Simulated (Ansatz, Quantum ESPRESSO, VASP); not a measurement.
CsCdCl₃ (Pm-3m, 5 atoms in the cell) computed with different codes at matched settings

Self-consistent single point.

```
CsCdCl3
1.0
    5.32020     0.00000     0.00000
    0.00000     5.32020     0.00000
    0.00000     0.00000     5.32020
Cs Cd Cl
1 1 3
Direct
  0.00000   0.00000   0.00000
  0.50000   0.50000   0.50000
  0.00000   0.50000   0.50000
  0.50000   0.00000   0.50000
  0.50000   0.50000   0.00000
```

Shared settings, as Ansatz (an electronic-structure program) writes them: kpoints.mp_grid.grid = 5 5 5; scf.occupations.method = fixed. Potentials and cutoffs stand in the table.

```csv
code,model,pressure (GPa),gap on the mesh (eV),cutoff
Ansatz,"PBEsol, PAW files made with PBE",-2.01,1.686,30.9 Ry
VASP,"PBEsol, VASP's PBE PAW potentials (set 64)",-2.10,1.670,300 eV
Quantum ESPRESSO,"PBEsol, SSSP 1.1.2 efficiency (PBE) pseudopotentials",-2.21,1.658,45 Ry
```

Gaps are read on the mesh.

The spread over the programs that give each value: pressure within 0.20 GPa; gap on the mesh within 0.028 eV.

Ansatz's pressure is given at a fixed set of plane waves, as the other plane-wave codes print theirs.

VASP's run is marked for a possible Pulay error in its stress at this cutoff; no cutoff test was made.

VASP ran the fixed occupations as a Gaussian smearing of 0.01 eV.

The starting cell comes from a database of computed structures (which also holds hypothetical and non-ambient phases and stackings), without a prior relaxation at this level. Its lattice was rescaled by a random factor within 2.5 % of one.

Left out of this page: ABINIT and FLEUR (with a known weakness of the program); GPAW, CP2K, Elk and SIESTA (not drawn, or without a comparable value).

Keys are those of Ansatz 0.2.
